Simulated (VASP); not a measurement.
Given:

```xyz
2
Lattice="0.0000 2.9267 2.9267 2.9267 0.0000 2.9267 2.9267 2.9267 0.0000" Properties=species:S:1:pos:R:3 pbc="T T T"
Ge     0.0000     0.0000     0.0000
Ge     1.4633     1.4633     1.4633
```

Calculation: revPBE GGA, VASP's PBE PAW potentials (set 64) (plane waves; VASP). Run with 520 eV cut-off, 11×11×11 Γ-centred mesh, first-order Methfessel-Paxton smearing of 0.10 eV, potentials Ge_d.

Q: Estimate the energy per atom (σ→0), pressure, band gap (on the k-mesh) with the smallest direct gap where there is one.

A: 
- band gap (on the k-mesh): none (metal, semimetal or under 0.01 eV)
- energy per atom (σ→0): -4.230 eV/atom
- pressure: -1.48 GPa

Total energies compare only between runs with the same potentials, cut-off and functional.

The compound is Ge in the diamond structure. This cell is one point of a volume scan, at 1.03 of the reference volume.
